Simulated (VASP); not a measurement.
## CdF2: energy against volume

CdF2 (fluorite, Fm-3m, 13.810 Å³/atom and stress up to 0.23 GPa in the relaxed cell, cube axes along x, y and z) under an equal strain ε along all three axes. PBE in VASP (plane waves, PAW), 600 eV, 10×10×10 Γ-centred mesh, Gaussian smearing 0.05 eV; ions are relaxed, or left where forces stay under 0.02 eV/Å, within the symmetry of each cell. Against the start cell, which lies near the measured one, the relaxed cell differs by 5.8 % in volume; the values below rest on it.

Here V stands for volume and E for E less E0.

```csv
volume (Å³/atom),E less E0 (meV/atom),pressure (GPa)
12.6038,?,?
12.9976,17.01,6.38
13.1976,9.60,4.53
13.3996,4.38,2.82
13.6036,1.23,1.24
13.8097,0.00,-0.23
14.0179,0.59,-1.59
14.2282,2.88,-2.84
14.4405,6.87,-4.00
14.6550,12.38,-5.07
```

Taking the third-order Birch-Murnaghan form, a cubic in V^(-2/3) for E over the 9 complete rows: With u = V^(-2/3) - 0.174, the rows have u = 0.006894, 0.005062, 0.003258, 0.001481, -0.000269, -0.001994, -0.003693, -0.005366, -0.007016. Least squares gives E = 0.053 + 337.26·u + 303066·u² + 667351·u³. Residuals (row less fit): 0.009, -0.012, -0.012, 0.011, 0.016, 0.010, -0.027, 0.003, 0.005; standard error 0.018 (degrees of freedom: 5). Its minimum lies at u = -0.000557, so V0 = (0.173443)^(-3/2) = 13.84. There d²E/du² = 603900 and d³E/du³ = 4004000, so B0 = (4/9) × 13.84^(-7/3) × 603900 × 0.160218 = 93.4 GPa (the last factor turns the table's units into GPa), and B0' = 4 + (2/3) × 0.173443 × (4004000)/603900 = 4.8. B0' rests on the cubic coefficient alone and has a standard error of 0.1 from these residuals.

Question: Predict the withheld E at V = 12.6038 from the fit, and compare with the calculation.

Answer: u = 0.010643, so E = 0.053 + 337.26 × 0.010643 + 303066 × 0.010643² + 667351 × 0.010643³ = 38.776 meV/atom. The calculation gives 38.83 meV/atom, 0.054 meV/atom above the prediction (0.1 % of the range of E in the table). The row lies outside the fitted rows, so this is an extrapolation. From the scatter of the fitted rows alone, a prediction at this place has a standard error of 0.087 meV/atom, so the miss is 0.6 times that.

Other structures, which can take over under pressure, weren't tried. The same form fitted to the pressure column gives B0' = 4.8; series where the two differ by over 0.4 aren't shown. Rows are the converged runs of the series near zero and its far end, less any whose ions stayed unrelaxed beside relaxed ones; series whose fitted rows scatter by over a few per cent of the range, as at a crossing or softening among them, aren't shown in this form.
